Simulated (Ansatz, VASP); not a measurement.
# BeHg in two plane-wave programs

Wanted: the spread between two codes on one cell, functional and k mesh. The cell is generated by rule, not measured, and may not be a known phase. Of the first pair: The two relaxations start from unlike cells of this crystal (the structure described is Ansatz's start), so only their ends are compared.

Program: Ansatz 0.2.0. Level of theory: plane waves, with VASP 6.6.1 beside it; relaxation of cell and atoms at PBEsol. Results are calculated unless marked as measured.

## 1. The starting structure

Symmetry: Pm-3m, No. 221, cubic system. The conventional cell has a = 2.938 Å, b = 2.938 Å, c = 2.938 Å, α = 90.00°, β = 90.00°, γ = 90.00°. Be has 8 Hg at 2.54 Å nearest. Nearest to Hg lie 8 Be at 2.54 Å. Farther neighbours are not listed.

## 2. VASP: relaxation of cell and atoms, PBEsol, pair 1

The relaxed volume is the usual yardstick between codes: in a stiff, nearly cubic crystal its relative difference is about their pressure difference at one cell divided by the bulk modulus.

Lines of VASP's logs that name or quote its potential files are left out, and so is its time.

INCAR

```
SYSTEM = BeHg
PREC = Accurate
ENCUT = 600
EDIFF = 1E-07
NELM = 120
ISMEAR = 0
SIGMA = 0.1
LREAL = .FALSE.
ALGO = Normal
GGA = PS
NBANDS = 13
LORBIT = 11
LWAVE = .FALSE.
LCHARG = .FALSE.
ISIF = 3
IBRION = 2
NSW = 80
EDIFFG = -0.005
LASPH = .TRUE.
GGA_COMPAT = .FALSE.
NELMIN = 4
```

POSCAR

```
BeHg
1.0
    3.1048321311      0.0000000000      0.0000000000
    0.0000000000      3.1048321311      0.0000000000
    0.0000000000      0.0000000000      3.1048321311
Be Hg
1 1
Direct
    0.5000000000      0.5000000000      0.5000000000
    0.0000000000      0.0000000000      0.0000000000
```

KPOINTS

```
Automatic mesh
0
Gamma
6 6 6
0 0 0
```

Potentials, in the order of the species: Be and Hg (PBE family, release 64).

Run with:

```sh
> mpirun -np 1 vasp_std
```

Numbers of over 12 decimals in the logs are rounded to 6 here.

Output:

```text
[banner, memory and clock lines left out]
running    1 mpi-ranks, on    1 nodes
 distrk:  each k-point on    1 cores,    1 groups
 distr:  one band on    1 cores,    1 groups

 POSCAR found type information on POSCAR BeHg
 POSCAR found :  2 types and       2 ions
|                                                                             |
|               ----> ADVICE to this user running VASP <----                  |
|                                                                             |
|     You enforced a specific xc type in the INCAR file but a different       |
|     [... a line on the potential file left out ...]
|     I HOPE YOU KNOW WHAT YOU ARE DOING!                                     |
|                                                                             |

 LDA part: xc-table for (Slater+PW92), standard interpolation
 POSCAR, INCAR and KPOINTS ok, starting setup
 FFT: planning ... GRIDC
 FFT: planning ... GRID_SOFT
 FFT: planning ... GRID
 WAVECAR not read
 entering main loop
       N       E                     dE             d eps       ncg     rms          rms(c)
DAV:   1     0.828074879165E+02    0.82807E+02   -0.78105E+03   544   0.115E+03
DAV:   2    -0.226803038184E+01   -0.85076E+02   -0.76738E+02   605   0.246E+02
DAV:   3    -0.406309355908E+01   -0.17951E+01   -0.17911E+01   600   0.380E+01
DAV:   4    -0.406587668732E+01   -0.27831E-02   -0.27830E-02   588   0.166E+00
DAV:   5    -0.406588173436E+01   -0.50470E-05   -0.50474E-05   595   0.665E-02    0.719E+00
DAV:   6    -0.369151799791E+01    0.37436E+00   -0.10354E+00   580   0.127E+01    0.561E+00
DAV:   7    -0.367479893338E+01    0.16719E-01   -0.44828E-02   550   0.180E+00    0.293E+00
DAV:   8    -0.366855591747E+01    0.62430E-02   -0.35915E-03   565   0.772E-01    0.747E-02
DAV:   9    -0.366850441197E+01    0.51505E-04   -0.16097E-04   595   0.156E-01    0.178E-02
DAV:  10    -0.366850079797E+01    0.36140E-05   -0.20271E-05   555   0.526E-02    0.121E-02
DAV:  11    -0.366850084553E+01   -0.47556E-07   -0.10855E-06   610   0.927E-03    0.728E-03
DAV:  12    -0.366850083818E+01    0.73526E-08   -0.13753E-07   424   0.418E-03
   1 F= -.36685008E+01 E0= -.36651938E+01  d E =-.366850E+01
 curvature:   0.00 expect dE= 0.000E+00 dE for cont linesearch  0.000E+00
 trial: gam= 0.00000 g(F)=  0.000E+00 g(S)=  0.741E-05 ort = 0.000E+00 (trialstep = 0.100E+01)
 search vector abs. value=  0.741E-05
 bond charge predicted
       N       E                     dE             d eps       ncg     rms          rms(c)
DAV:   1    -0.366858975544E+01   -0.88910E-04   -0.14476E-03   565   0.475E-01    0.641E-02
DAV:   2    -0.366850852803E+01    0.81227E-04   -0.22271E-04   560   0.208E-01    0.253E-02
DAV:   3    -0.366850472613E+01    0.38019E-05   -0.84853E-06   550   0.311E-02    0.201E-02
DAV:   4    -0.366850312842E+01    0.15977E-05   -0.10912E-06   530   0.937E-03    0.765E-04
DAV:   5    -0.366850309734E+01    0.31074E-07   -0.65410E-08   320   0.313E-03
   2 F= -.36685031E+01 E0= -.36652052E+01  d E =-.225917E-05
 trial-energy change:   -0.000002  1 .order   -0.000003   -0.000007    0.000002
 step:   0.7403(harm=  0.8253)  dis= 0.00000  next Energy=    -3.668503 (dE=-0.247E-05)
 reached required accuracy - stopping structural energy minimisation
```

From OUTCAR (step 2):

```text
ion  position               nearest neighbor table
   1  0.500  0.500  0.500-   2 2.69   2 2.69   2 2.69   2 2.69   2 2.69   2 2.69   2 2.69   2 2.69

  LATTYP: Found a simple cubic cell.
 ALAT       =     3.1048321311

 Subroutine GETGRP returns: Found 48 space group operations
 (whereof 48 operations were pure point group operations)

The static configuration has the point symmetry O_h .

 Found     20 irreducible k-points:

   k-points           NKPTS =     20   k-points in BZ     NKDIM =     20   number of bands    NBANDS=     13

   dimension x,y,z NGX =    28 NGY =   28 NGZ =   28
   dimension x,y,z NGXF=    56 NGYF=   56 NGZF=   56

   ENCUT  =  600.0 eV  44.10 Ry    6.64 a.u.   6.20  6.20  6.20*2*pi/ulx,y,z

   NELECT =      14.0000    total number of electrons

 k-points in reciprocal lattice and weights: Automatic mesh
   0.00000000  0.00000000  0.00000000       0.005
   0.16666667  0.00000000  0.00000000       0.028
   0.33333333  0.00000000  0.00000000       0.028
   0.50000000  0.00000000  0.00000000       0.014
   0.16666667  0.16666667  0.00000000       0.056
   0.33333333  0.16666667  0.00000000       0.111
   0.50000000  0.16666667  0.00000000       0.056
   0.33333333  0.33333333  0.00000000       0.056
   0.50000000  0.33333333  0.00000000       0.056
[...]
0.50000000  0.50000000  0.33333333       0.028
   0.50000000  0.50000000  0.50000000       0.005

 average (electrostatic) potential at core
       1 -36.3674       2 -39.1321

 E-fermi :   5.6743

 k-point     1 :       0.0000    0.0000    0.0000
  band No.  band energies     occupation
    ...
      2      -3.8340      2.00000
      3      -3.8340      2.00000
      4      -2.1268      2.00000
      5      -2.1268      2.00000
      6      -2.1268      2.00000
      7       7.8980      0.00000
      8       7.8980      0.00000
      9       7.8980      0.00000
     10      12.9524      0.00000
     11      15.2390      0.00000
    ...

 k-point     2 :       0.1667    0.0000    0.0000
  band No.  band energies     occupation
    ...
      2      -3.7840      2.00000
      3      -3.5892      2.00000
      4      -2.3231      2.00000
      5      -2.3231      2.00000
      6      -2.1099      2.00000
      7       5.7787      0.13978
      8       8.5468      0.00000
      9       8.5468      0.00000
     10      13.3807      0.00000
     11      15.0251      0.00000
    ...

 k-point     3 :       0.3333    0.0000    0.0000
  band No.  band energies     occupation
    ...
      3      -2.6814      2.00000
      4      -2.6814      2.00000
      5      -2.6477      2.00000
      6      -2.0760      2.00000
      7       2.4769      2.00000
      8      10.2121      0.00000
      9      10.2121      0.00000
     10      13.7065      0.00000
     11      14.5673      0.00000
     12      16.7956      0.00000
    ...

  Total       -0.0021417     -0.0021417     -0.0021417      0.0000000      0.0000000     -0.0000000
  in kB       -0.1145593     -0.1145593     -0.1145593      0.0000000      0.0000000     -0.0000000
  external PRESSURE =      -0.1145593 kB  Pullay stress =       0.0000000 kB

  energy-cutoff  :      600.00
  volume of cell :       29.95
      direct lattice vectors                 reciprocal lattice vectors
     3.105589966  0.000000000 -0.000000000     0.322000010 -0.000000000  0.000000000
     0.000000000  3.105589966  0.000000000    -0.000000000  0.322000010 -0.000000000
    -0.000000000  0.000000000  3.105589966     0.000000000 -0.000000000  0.322000010

 POSITION                                       TOTAL-FORCE (eV/Angst)
 -----------------------------------------------------------------------------------
      1.55279      1.55279      1.55279        -0.000000      0.000000      0.000000
      0.00000      0.00000      0.00000         0.000000      0.000000      0.000000
 -----------------------------------------------------------------------------------
    total drift:                               -0.000000     -0.000000     -0.000000

  FREE ENERGIE OF THE ION-ELECTRON SYSTEM (eV)
  ---------------------------------------------------
  free  energy   TOTEN  =        -3.6685030973 eV

  energy  without entropy=       -3.6619072524  energy(sigma->0) =       -3.66520517

 reached required accuracy - stopping structural energy minimisation

 total charge
# of ion       s       p       d       tot
------------------------------------------
    1        0.341   0.432   0.000   0.773
    2        0.842   0.556   9.243  10.641
--------------------------------------------------
tot          1.183   0.987   9.243  11.414

[... 3 further parts left out ...]
```

## 3. Ansatz: relaxation of cell and atoms, PBEsol, pair 1

Ansatz runs on its default PAW (the set named soft_2) files.

Its own start cell and the same functional, mesh and smearing now go to Ansatz, which takes its cutoff from its data sets.

input.yaml

```yaml
crystal:
  lattice:
    - [2.93753, 0.0, 0.0]
    - [0.0, 2.93753, 0.0]
    - [0.0, 0.0, 2.93753]
  atoms:
    - { symbol: Be, position: [0.5, 0.5, 0.5] }
    - { symbol: Hg, position: [0.0, 0.0, 0.0] }
kpoints:
  mp_grid: { grid: [6, 6, 6] }
hamiltonian:
  xc: pbesol
scf:
  occupations: { method: gaussian, width: 0.1 }
output:
  forces: true
  stress: true
  eigenvalues: true
relax:
  adjacent_minimum: "off"
  f_tol: 0.05
  max_steps: 80
  cell: { stress_tol: 0.5 }
```

Run with:

```sh
> ansatz run input.yaml --threads 4 --pin off --max-ram 8192MiB --backend cpu --events-out ev --progress --plain --runs-dir out
```

Output:

```text
The last accepted step is kept in <dir> (removed where the run ends without a failure and the disk answers)
Engine: ansatz 0.2.0, aarch64-unknown-linux-gnu
Pseudopotentials: kind: paw
Pseudopotential: Be, paw, valence charge 2, recommended cutoff 420 eV (normal), Be.paw.azcp
Pseudopotential: Hg, paw, valence charge 20, recommended cutoff 420 eV (normal), Hg.paw.azcp
Functional definition: PBEsol
  exchange = pbesol_x
  correlation = pbesol_c
Crystal: 2 atoms, lattice volume = 25.348 Å³
Basis set: ecut = 420 eV, 485 PW (Γ), exchange–correlation on 40×40×40 points (8 copies of the dense FFT grid, shifted against one another)
Bands: 15, of which v1, the nominal top of the filled ones, is band 11 counted from 1 (10 counted from 0)
Symmetry: 48 space group operations
Space group: Pm-3m (ITA 221), of the structure as read, at distance tolerance 2.9e-5 Å
k-points: 20 of 216
Non-local potential: Be, projectors of the file, l = 0: 2, l = 1: 2, l = 2: 1
Non-local potential: Hg, projectors of the file, l = 0: 3, l = 1: 2, l = 2: 2, l = 3: 1
PAW form: soft (Blöchl's): semilocal exchange-correlation on the pseudo side does not see the compensation charge
PAW frozen core: Be, regenerated for the run's functional, and the local potential with it (the file was generated under x = pbe(κ = 0.804, μ = 0.219515), c = pbe(β = 0.066725))
PAW frozen core: Hg, regenerated for the run's functional, and the local potential with it (the file was generated under x = pbe(κ = 0.804, μ = 0.219515), c = pbe(β = 0.066725))
PAW one-centre angular grid: Be, 110 points (default); XC on 64 Gauss nodes
PAW one-centre angular grid: Hg, 590 points (default); XC on 64 Gauss nodes
Initial density: superposition of atomic densities (neutral atoms: chi_scale 0, normalization atom), corrected by the library's trained network
Initial wavefunctions: pseudopotential atomic-orbital guess
Functional: x = pbesol(κ = 0.804, μ = 0.123457), c = pbesol(β = 0.046)
SCF iter   1: F=—  HF=-13757.215656 eV  |F-HF|=—  |Δ(HF+E_count)|=         —  Δρ=4.13e-3  dr2=3.67e-3  ethr=1.77e-3  ⟨swp⟩=5.2  Hψ=1495  notcnv=0
preconditioner: auto → none  [metal: Δε(μ)=0.064 eV  Ē_g=13.549 eV  σ=0.100 eV  W_gap=0.34  n_scr=6 (ndim 8)  ℏωp=27.6 eV  f_vac=0.000  D(μ)=1.47/eV (n_scr^D=18)  sad-step TF]
SCF iter   2: F=—  HF=-13757.215138 eV  |F-HF|=—  |Δ(HF+E_count)|=   5.18e-4  Δρ=2.22e-3  dr2=1.07e-3  ethr=1.67e-5  ⟨swp⟩=1.9  Hψ=536  notcnv=0
SCF iter   3: F=—  HF=-13757.214739 eV  |F-HF|=—  |Δ(HF+E_count)|=   3.99e-4  Δρ=4.14e-4  dr2=5.23e-5  ethr=4.84e-6  ⟨swp⟩=2.7  Hψ=428  notcnv=0
SCF iter   4: F=—  HF=-13757.214741 eV  |F-HF|=—  |Δ(HF+E_count)|=   1.71e-6  Δρ=1.80e-4  dr2=8.71e-6  ethr=2.38e-7  ⟨swp⟩=2.0  Hψ=431  notcnv=0
SCF iter   5: F=—  HF=-13757.214740 eV  |F-HF|=—  |Δ(HF+E_count)|=   1.13e-6  Δρ=5.55e-5  dr2=7.02e-7  ethr=3.96e-8  ⟨swp⟩=2.5  Hψ=466  notcnv=0
SCF iter   6: F=-13757.214740 eV  HF=-13757.214740 eV  |F-HF|=3.04e-9  |Δ(HF+E_count)|=   1.16e-7  Δρ=5.57e-6  dr2=5.23e-9  ethr=4.55e-10  ⟨swp⟩=5.1  Hψ=1215  notcnv=0
SCF 1 converged in 6 iterations: F = -13757.214740 eV  dr2 = 5.23e-9
  greatest PAW one-centre occupation: 1.000 electrons in one spin orbital (limit 2), on the Hg atom at site 1 (counted from 0), in its partial waves of l = 0
relax step   1: F+E_penalty+E_count = -13757.21473974 eV  Δ(F+E_penalty+E_count) = +0.000e0 eV  max|allowed force component| = 8.710e-31 eV/Å  Δτ_max = 0.0000 Å  P = +21.540 GPa  Ω = 25.348 Å³  (6 SCF iters, dr2 threshold 1.00e-7 eV, accepted)
[...]
relax step   2: F+E_penalty+E_count = -13757.46613082 eV  Δ(F+E_penalty+E_count) = -2.514e-1 eV  max|allowed force component| = 2.301e-31 eV/Å  Δτ_max = 0.0000 Å  P = +1.705 GPa  Ω = 29.239 Å³  energy of the carried Pulay correction = -1.180e-3 eV  (6 SCF iters, dr2 threshold 2.00e-7 eV, accepted)
[...]
relax step   3: F+E_penalty+E_count = -13757.46859465 eV  Δ(F+E_penalty+E_count) = -2.464e-3 eV  max|allowed force component| = 2.619e-32 eV/Å  Δτ_max = 0.0000 Å  P = +0.419 GPa  Ω = 29.629 Å³  energy of the carried Pulay correction = -1.289e-3 eV  (4 SCF iters, dr2 threshold 2.00e-7 eV, accepted)
[...]
relax step   4: F+E_penalty+E_count = -13757.47011356 eV  Δ(F+E_penalty+E_count) = -1.519e-3 eV  max|allowed force component| = 9.039e-32 eV/Å  Δτ_max = 0.0000 Å  P = +0.469 GPa  Ω = 29.629 Å³  stress off target by 4.69e-1 GPa  SCF on the basis re-selected at this cell (its energy is not comparable with the rows above)  (4 SCF iters)
basis re-selected at this cell: Δ(F+E_penalty+E_count) = -1.519e-3 eV, ΔP = +0.050 GPa vs the last step (what re-selecting the basis moved, of the pressure what is left beyond the Pulay correction that the steps carried, after the strain that the cell walked since its last selection, with what the two solves' SCF thresholds leave and, on support functions, any second-order correction that the steps lacked; it is no measure of the basis error at this ecutwfc). The dense FFT grid was sized anew with the basis: this SCF ran on 24×24×24 points, the steps before it on 20×20×20, so part of this shift can come from that change (see relax.cell in the input reference). [rest of the remark cut]
SCF converged after 4 iterations
Free energy (F): -13757.470114 eV
Harris-Foulkes:  -13757.470114 eV  (|F-HF|=1.66e-9)
Internal energy: -13757.463038 eV  (E = F + TS)
E sigma→0 (E₀):  -13757.466576 eV
Entropy (-TS):   -0.007076 eV (-3.538 meV/atom)
Fermi energy:    15.717194 eV
--- Per-component energies (eV) ---
  E_band       = -384.069596
  E_kinetic    = 622.243876
  E_local      = -2734.099085  (includes V_loc(G=0)·N_el)
  E_nonlocal   = 77.523318
  E_hartree    = 1187.790443
  E_xc         = -239.135837
  E_vxc        = -283.402652  (∫ρ·V_xc dr)
  E_paw        = -9855.789007  (= ΣΔE_a)
  E_vpaw       = -441.917034  (= ΣTr[D̂ρ^β])
  E_aug_tail   = 0.000888  (compensation charges beyond the density's cutoff)
  E_ewald      = -2816.335816
  E_core_change = 0.338183  (= ΣΔE_core)
  E_smearing   = -0.007076  (= −TS)
  E_closure    = -0.000000  (closes the sum)
  Σ components = -13757.470114   (vs F -13757.470114, Δ=0.00e0)
--- Forces (eV/Å), atoms counted from 1 ---
  atom   1  Be     0.00000000     0.00000000    -0.00000000
  atom   2  Hg    -0.00000000    -0.00000000     0.00000000
  max |Σ_I F_I| component: 8.22e-32 eV/Å
--- Stress (GPa, compression-positive) ---
        0.468526       0.000000      -0.000000
        0.000000       0.468526      -0.000000
       -0.000000      -0.000000       0.468526
  P = ⅓ Tr σ = 0.4685 GPa (4.685 kbar)
--- Band table (eV; the first three rows and the last of 20) ---
  k-point 0: bands = [... 7 lower, 7.8705, 7.8705, 7.8705, 17.8561, 17.8561, 17.8561, 23.0996, 25.3146]
  k-point 1: bands = [... 7 lower, 7.6686, 7.6686, 7.8877, 15.7685, 18.5192, 18.5192, 23.5120, 24.9905]
  k-point 2: bands = [... 7 lower, 7.3017, 7.3260, 7.9225, 12.4818, 20.2210, 20.2210, 23.8064, 24.3423]
  k-point 19: bands = [... 7 lower, 8.5687, 8.5687, 16.9497, 16.9497, 16.9497, 16.9734, 17.1515, 18.0840]
--- Relaxed structure (3 steps of the walk, 3 accepted, 1 SCFs on fresh bases) ---
  F+E_penalty+E_count = -13757.47011356 eV   max|allowed force component| = 9.039e-32 eV/Å   (the final SCF, on the basis selected at the relaxed cell)
  cell:  # Å, volume = 29.6295 Å³
    - [3.094386, 0, 0.0]
    - [0, 3.094386, 0]
    - [0.0, 0, 3.094386]
  atoms:
    - { symbol: Be, position: [0.5, 0.5, 0.5] }
    - { symbol: Hg, position: [0, 0, 0] }
```

## 4. Comparison

Known differences besides the potentials themselves: the data sets hold 22 valence electrons in Ansatz (on its default PAW (the set named soft_2) files) and 14 in VASP; the cutoff is 420 eV in Ansatz and 600 eV in VASP; Ansatz makes its cores anew for this functional, VASP keeps those of its PBE data sets; Ansatz adds a Pulay correction to the stress that steers its cell, VASP none. Total energies have different zeros and are not compared.

Both answers:

```csv
quantity,Ansatz,VASP,difference
volume (Å³),29.63,29.95,-1.08 %
"edge a after relaxation, in the typed setting (Å)",3.094,3.106,-0.36 %
```

(Continued in part 2 of 2.)

[Lines on the potential files, build, host, timing and source positions are cut from VASP's logs without a mark.]

[Logs are printed without paths, hosts, clocks, repeated set-up lines and the standing remarks that a program may print on its own settings, such as how far it seeks lower states.]

[Hosts, paths, dates, database ids (printed as entryN), source tags and the programs' standing remarks are cut or masked in the printed files.]
